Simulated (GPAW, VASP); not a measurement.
An input for GPAW (PBE, GPAW PAW datasets PBE (gpaw-data 1.0.1)):

```
from ase import Atoms
from ase.units import GPa
from gpaw import GPAW

atoms = Atoms(['Pd'],
              cell=[[0.000000, 1.929829, 1.929829],
                    [1.929829, 0.000000, 1.929829],
                    [1.929829, 1.929829, 0.000000]],
              scaled_positions=[[0.000000, 0.000000, 0.000000]],
              pbc=True)

calc = GPAW(mode={'name': 'pw', 'ecut': 600},
            xc='PBE',
            kpts={'size': (6, 6, 6), 'gamma': True},
            occupations={'name': 'methfessel-paxton', 'width': 0.136, 'order': 0},
            nbands=-5,
            convergence={'forces': 0.001},
            symmetry={'symmorphic': False, 'tolerance': 0.0005},
            maxiter=150)

atoms.calc = calc

energy = atoms.get_potential_energy()
print('Energy (eV):', round(energy, 6))
forces = atoms.get_forces()
print('Forces (eV/Ang):')
print(forces.round(5))
stress = atoms.get_stress()
print('Stress (GPa, Voigt):', (stress / GPa).round(4))
```

Translate it to VASP.

One set of files that does it:

INCAR:
```
SYSTEM = Pd
PREC = Accurate; ENCUT = 300; LREAL = .FALSE.
LASPH = .TRUE.
EDIFF = 1E-6; NELM = 100; ALGO = Normal
LMAXMIX = 4
ISMEAR = 0; SIGMA = 0.136
GGA = PE
ISIF = 2
LWAVE = .FALSE.; LCHARG = .FALSE.
```

File POSCAR:
```
Pd
2.729190
  0.0000000000   0.7071068705   0.7071068705
  0.7071068705   0.0000000000   0.7071068705
  0.7071068705   0.7071068705   0.0000000000
Pd
1
direct
  0.0000000000   0.0000000000   0.0000000000
```

KPOINTS:
```
kpoints
0
Gamma
 6 6 6
0 0 0
```

POTCAR, in this order: Pd (PBE.64 set). Program: vasp_std.

Both are inputs of real runs that ended normally. What can't carry over is the choice of potentials or basis and its cut-off, and each code's defaults.

The structure is a typed Pd crystal (Fm-3m). The cell was not relaxed at this level, and it may have been scaled.
